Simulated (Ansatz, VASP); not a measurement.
# Cross-check of TiC between VASP and Ansatz, part 2 of 2

Aim: how closely do two programs agree when they are given the same cell, functional and k mesh? The cell is generated by rule, not measured, and may not be a known phase. The cell is taken from a series of runs on this material, whose earlier steps may have relaxed, scaled, displaced or heated it; both programs get it as it stands.

VASP 6.6.1 and Ansatz 0.2.0.

So far: The structure; VASP: relaxation of cell and atoms, PBEsol, pair 1; Ansatz: relaxation of cell and atoms, PBEsol, pair 1; Differences.

### 5. VASP: relaxation of cell and atoms, PBEsol, pair 2

Level of this step: PBEsol; plane waves and PAW (Ti_sv, C); invented cell (VASP).

The relaxed volume is the usual yardstick between codes: in a stiff, nearly cubic crystal its relative difference is about their pressure difference at one cell divided by the bulk modulus.

The input, INCAR:

```
SYSTEM = TiC
PREC = Accurate
ENCUT = 600
EDIFF = 1E-07
NELM = 120
ISMEAR = 1
SIGMA = 0.15
LREAL = .FALSE.
ALGO = Normal
GGA = PS
NBANDS = 22
LASPH = .TRUE.
LORBIT = 11
LWAVE = .FALSE.
LCHARG = .FALSE.
ISIF = 3
IBRION = 2
NSW = 80
EDIFFG = -0.005
GGA_COMPAT = .FALSE.
NELMIN = 4
KPAR = 2
```

The input, POSCAR:

```
TiC
1.0
    3.1273820000      0.0000000000      0.0000000000
   -1.5636910000      2.7083920000      0.0000000000
    0.0000000000      0.0000000000      4.6671440000
Ti C
2 2
Direct
    0.3333333949      0.6666667897      0.2500000000
    0.6666666051      0.3333332103      0.7500000000
    0.0000000000      0.0000000000      0.5000000000
    0.0000000000      0.0000000000      0.0000000000
```

The input, KPOINTS:

```
Automatic mesh
0
Gamma
15 15 8
0 0 0
```

PAW data sets: Ti_sv and C (PBE family, release 64).

Started as:

```
$ mpirun -np 2 vasp_std
```

Numbers of over 12 decimals in the logs are rounded to 6 here.

Output:

```text
[banner, memory and clock lines left out]
running    2 mpi-ranks, on    1 nodes
[...]
[... a notice as in an earlier step ...]

 LDA part: xc-table for (Slater+PW92), standard interpolation
 POSCAR, INCAR and KPOINTS ok, starting setup
[...]
entering main loop
       N       E                     dE             d eps       ncg     rms          rms(c)
DAV:   1     0.366053869646E+03    0.36605E+03   -0.17904E+04  5948   0.200E+03
DAV:   2     0.206089100237E+01   -0.36399E+03   -0.34962E+03  6044   0.528E+02
DAV:   3    -0.457339729390E+02   -0.47795E+02   -0.46267E+02 10554   0.157E+02
DAV:   4    -0.483122798812E+02   -0.25783E+01   -0.25671E+01  7678   0.372E+01
[...]
DAV:  14    -0.390849367918E+02   -0.39007E-06   -0.74762E-06  7086   0.218E-02    0.520E-03
DAV:  15    -0.390849364968E+02    0.29496E-06   -0.14264E-06  7018   0.728E-03    0.161E-03
DAV:  16    -0.390849364767E+02    0.20077E-07   -0.57770E-08  4542   0.248E-03
   1 F= -.39084936E+02 E0= -.39084798E+02  d E =-.390849E+02
[... from here on, the cycles between the ionic steps are left out ...]
   2 F= -.39084933E+02 E0= -.39084790E+02  d E =0.389560E-05
   3 F= -.39084967E+02 E0= -.39084827E+02  d E =-.309343E-04
   4 F= -.39084975E+02 E0= -.39084832E+02  d E =-.734545E-05
 trial-energy change:   -0.000007  1 .order   -0.000008   -0.000010   -0.000005
 step:   1.7381(harm=  1.7381)  dis= 0.00000  next Energy=   -39.084978 (dE=-0.101E-04)
 reached required accuracy - stopping structural energy minimisation
```

From OUTCAR (step 5):

```text
  Total        0.0000033      0.0000033     -0.0160874      0.0000000      0.0000000      0.0000000
  in kB        0.0001348      0.0001348     -0.6514547      0.0000000      0.0000000      0.0000000
  external PRESSURE =      -0.2170617 kB  Pullay stress =       0.0000000 kB

 POSITION                                       TOTAL-FORCE (eV/Angst)
 -----------------------------------------------------------------------------------
      0.00000      1.80655      1.16654        -0.000000     -0.000000      0.000000
      1.56452      0.90328      3.49961         0.000000      0.000000      0.000000
      1.56452      2.70983      2.33307         0.000000      0.000000      0.000000
      1.56452      2.70983      4.66615         0.000000      0.000000      0.000000
 -----------------------------------------------------------------------------------
    total drift:                                0.000053     -0.000252     -0.000007

  FREE ENERGIE OF THE ION-ELECTRON SYSTEM (eV)
  ---------------------------------------------------
  free  energy   TOTEN  =       -39.0849747565 eV

  energy  without entropy=      -39.0845474171  energy(sigma->0) =      -39.08483231

[... 2 parts as in an earlier step ...]

[... 2 further parts left out ...]
[key lines of the parts left out:]
E-fermi :  10.1053
```

### 6. Ansatz: relaxation of cell and atoms, PBEsol, pair 2

The same cell, functional, mesh and smearing now go to Ansatz, which takes its cutoff from its data sets.

The cell is taken from a series of runs on this material, whose earlier steps may have relaxed, scaled, displaced or heated it; both programs get it as it stands.

The input, input.yaml:

```yaml
crystal:
  lattice:
    - [3.1273815197, 0.0, 0.0]
    - [-1.5636907598, 2.7083918433, 0.0]
    - [0.0, 0.0, 4.6671439932]
  atoms:
    - { symbol: Ti, position: [0.3333333333, 0.6666666667, 0.25] }
    - { symbol: Ti, position: [0.6666666667, 0.3333333333, 0.75] }
    - { symbol: C, position: [0.0, 0.0, 0.5] }
    - { symbol: C, position: [0.0, 0.0, 0.0] }
kpoints:
  mp_grid: { grid: [15, 15, 8] }
hamiltonian:
  xc: pbesol
scf:
  occupations: { method: methfessel_paxton, width: 0.15 }
output:
  forces: true
  stress: true
  eigenvalues: true
relax:
  adjacent_minimum: "off"
  f_tol: 0.001
  max_steps: 60
  cell: { stress_tol: 0.01 }
```

Started as:

```
$ ansatz run input.yaml --threads 4 --pin off --max-ram 7168MiB --backend cpu --events-out ev --progress --plain --runs-dir out
```

Output:

```text
[...]
Crystal: 4 atoms, lattice volume = 39.532 Å³
Basis set: ecut = 420 eV, 771 PW (Γ), exchange–correlation on 48×48×64 points (8 copies of the dense FFT grid, shifted against one another)
Bands: 20, of which v1, the nominal top of the filled ones, is band 16 counted from 1 (15 counted from 0)
Symmetry: 24 space group operations
[...]
k-points: 135 of 1800
[...]
--- Relaxed structure (3 steps of the walk, 3 accepted, 1 SCFs on fresh bases) ---
[...]
cell:  # Å, volume = 39.5326 Å³
    - [3.128048, -2.8873681024741352e-11, 0]
    - [-1.564024, 2.708969, 0]
    - [0, 0, 4.665277]
  atoms:
    - { symbol: Ti, position: [0.333333, 0.666667, 0.25] }
    - { symbol: Ti, position: [0.666667, 0.333333, 0.75] }
    - { symbol: C, position: [0, 0, 0.5] }
    - { symbol: C, position: [0, 0, 0] }
[key lines of the parts left out:]
SCF converged after 5 iterations
Free energy (F): -5444.316403 eV
Fermi energy:    15.546735 eV
P = ⅓ Tr σ = -0.0003 GPa (-0.003 kbar)
```

### 7. Side by side

The two programs side by side:

| quantity | Ansatz | VASP | difference |
| --- | --- | --- | --- |
| volume (Å³) | 39.53 | 39.57 | -0.08 % |
| edge a after relaxation, in the typed setting (Å) | 3.128 | 3.129 | -0.03 % |
| edge c after relaxation, in the typed setting (Å) | 4.665 | 4.666 | -0.02 % |

### 8. VASP: relaxation of cell and atoms, PBEsol, pair 3

The relaxed volume is the usual yardstick between codes: in a stiff, nearly cubic crystal its relative difference is about their pressure difference at one cell divided by the bulk modulus. Its start cell is another than that of the pair before, and may be another structure of the material.

INCAR is that of step 5.

The input, POSCAR:

```
TiC
1.0
    5.3521500000      0.0000000000      0.0000000000
    0.0000000000      2.8701700000      0.0000000000
    0.0000000000      0.0000000000      2.6963650000
Ti C
2 2
Direct
    0.7500000934      0.0000000000      0.7777815689
    0.2500000934      0.0000000000      0.2222184311
    0.5000000000      0.5000000000      0.5000001854
    0.0000000000      0.5000000000      0.5000001854
```

The input, KPOINTS:

```
Automatic mesh
0
Gamma
8 12 14
0 0 0
```

Started as:

```
$ mpirun -np 2 vasp_std
```

Output:

```text
[... set-up lines as in an earlier step ...]
 entering main loop
       N       E                     dE             d eps       ncg     rms          rms(c)
DAV:   1     0.374889680540E+03    0.37489E+03   -0.17778E+04 12360   0.196E+03
DAV:   2     0.596644084904E+01   -0.36892E+03   -0.35515E+03 12638   0.530E+02
DAV:   3    -0.434674026228E+02   -0.49434E+02   -0.47295E+02 22044   0.156E+02
DAV:   4    -0.460511653749E+02   -0.25838E+01   -0.25672E+01 15944   0.367E+01
[...]
DAV:  13    -0.363285045094E+02   -0.39308E-05   -0.25038E-05 17156   0.427E-02    0.163E-02
DAV:  14    -0.363285034827E+02    0.10267E-05   -0.43064E-06 17114   0.198E-02    0.235E-03
DAV:  15    -0.363285035555E+02   -0.72767E-07   -0.32954E-07 14600   0.513E-03
   1 F= -.36328504E+02 E0= -.36328784E+02  d E =-.363285E+02
[... from here on, the cycles between the ionic steps are left out ...]
   2 F= -.36328517E+02 E0= -.36328795E+02  d E =-.133219E-04
   3 F= -.36328537E+02 E0= -.36328816E+02  d E =-.334481E-04
   4 F= -.36328546E+02 E0= -.36328824E+02  d E =-.873862E-05
   5 F= -.36328546E+02 E0= -.36328825E+02  d E =-.902486E-05
   6 F= -.36328546E+02 E0= -.36328825E+02  d E =-.896311E-05
   7 F= -.36328546E+02 E0= -.36328825E+02  d E =-.887827E-05
   8 F= -.36328551E+02 E0= -.36328831E+02  d E =-.492912E-05
 trial-energy change:   -0.000005  1 .order   -0.000005   -0.000006   -0.000004
 step:   3.2145(harm=  3.2145)  dis= 0.00116  next Energy=   -36.328557 (dE=-0.110E-04)
 reached required accuracy - stopping structural energy minimisation
```

From OUTCAR (step 8):

```text
  Total        0.0073306     -0.0026377     -0.0061660      0.0000000      0.0000000      0.0000000
  in kB        0.2836040     -0.1020469     -0.2385486      0.0000000      0.0000000      0.0000000
  external PRESSURE =      -0.0189972 kB  Pullay stress =       0.0000000 kB

 POSITION                                       TOTAL-FORCE (eV/Angst)
 -----------------------------------------------------------------------------------
      4.01321      0.00000      2.09685         0.000000     -0.000000      0.004558
      1.33774      2.87192      0.59799        -0.000000      0.000000     -0.004558
      2.67547      1.43596      1.34742        -0.000000     -0.000000     -0.000000
      5.35094      1.43596      1.34742        -0.000000     -0.000000     -0.000000
 -----------------------------------------------------------------------------------
    total drift:                               -0.000369      0.000000     -0.000879

  FREE ENERGIE OF THE ION-ELECTRON SYSTEM (eV)
  ---------------------------------------------------
  free  energy   TOTEN  =       -36.3285508109 eV

  energy  without entropy=      -36.3293903341  energy(sigma->0) =      -36.32883065

[... 1 part as in an earlier step ...]

[... 3 further parts left out ...]
[key lines of the parts left out:]
E-fermi :   9.6108
```

The run keeps the 8 symmetry operations of its start, so it cannot find a distortion of lower symmetry.

### 9. Ansatz: relaxation of cell and atoms, PBEsol, pair 3

The same cell, functional, mesh and smearing now go to Ansatz, which takes its cutoff from its data sets.

The cell is taken from a series of runs on this material, whose earlier steps may have relaxed, scaled, displaced or heated it; both programs get it as it stands.

input.yaml, the sections that differ from step 6:

```yaml
crystal:
  lattice:
    - [5.3521503624, 0.0, 0.0]
    - [0.0, 2.8701700685, 0.0]
    - [0.0, 0.0, 2.6963654815]
  atoms:
    - { symbol: Ti, position: [0.75, 0.0, 0.7777815578] }
    - { symbol: Ti, position: [0.25, 0.0, 0.2222184422] }
    - { symbol: C, position: [0.5, 0.5, 0.5] }
    - { symbol: C, position: [0.0, 0.5, 0.5] }
kpoints:
  mp_grid: { grid: [8, 12, 14] }
# hamiltonian, scf, output, relax: as in step 6
```

Started as:

```
$ ansatz run input.yaml --threads 4 --pin off --max-ram 7168MiB --backend cpu --events-out ev --progress --plain --runs-dir out
```

Output:

```text
[...]
Crystal: 4 atoms, lattice volume = 41.420 Å³
Basis set: ecut = 420 eV, 805 PW (Γ), exchange–correlation on 72×40×40 points (8 copies of the dense FFT grid, shifted against one another)
Bands: 20, of which v1, the nominal top of the filled ones, is band 16 counted from 1 (15 counted from 0)
Symmetry: 8 space group operations
[...]
k-points: 280 of 1344
[...]
--- Relaxed structure (7 steps of the walk, 6 accepted, 2 SCFs on fresh bases) ---
[...]
cell:  # Å, volume = 41.4258 Å³
    - [5.349228, 0, 0]
    - [0, 2.871278, 1.0765962917700114e-19]
    - [0, 1.0114024637420406e-19, 2.697146]
  atoms:
    - { symbol: Ti, position: [0.75, 0, 0.777645] }
    - { symbol: Ti, position: [0.250000, 0, 0.222355] }
    - { symbol: C, position: [0.500000, 0.5, 0.5] }
    - { symbol: C, position: [0, 0.5, 0.5] }
[key lines of the parts left out:]
SCF converged after 5 iterations
Free energy (F): -5441.546599 eV
Fermi energy:    14.800190 eV
P = ⅓ Tr σ = 0.0001 GPa (0.001 kbar)
```

### 10. Side by side

Both answers:

| quantity | Ansatz | VASP | difference |
| --- | --- | --- | --- |
| volume (Å³) | 41.43 | 41.41 | +0.03 % |
| edge a after relaxation, in the typed setting (Å) | 5.349 | 5.351 | -0.03 % |
| edge b after relaxation, in the typed setting (Å) | 2.871 | 2.872 | -0.02 % |
| edge c after relaxation, in the typed setting (Å) | 2.697 | 2.695 | +0.09 % |

### 11. Outcome

* difference in volume (relaxation of cell and atoms, PBEsol, pair 1): -0.082 %
* difference in volume (relaxation of cell and atoms, PBEsol, pair 2): -0.082 %
* difference in edge c after relaxation, in the typed setting (relaxation of cell and atoms, PBEsol, pair 3): 0.085 %

The difference in edge c after relaxation, in the typed setting is 0.085 % (relaxation of cell and atoms, PBEsol, pair 3), within the 1.2 % picked in this series as the mark of a large difference, as far as the stopping tolerances let one tell. 5 further runs of this series are not shown here. Such differences can come from data sets, numerical settings and the points named under the comparisons, not from the functional's error against experiment.

[Lines on the potential files, build, host, timing and source positions are cut from VASP's logs without a mark.]

[Logs are printed without paths, hosts, clocks, repeated set-up lines and the standing remarks that a program may print on its own settings, such as how far it seeks lower states.]

[Hosts, paths, dates, database ids (printed as entryN), source tags and the programs' standing remarks are cut or masked in the printed files.]
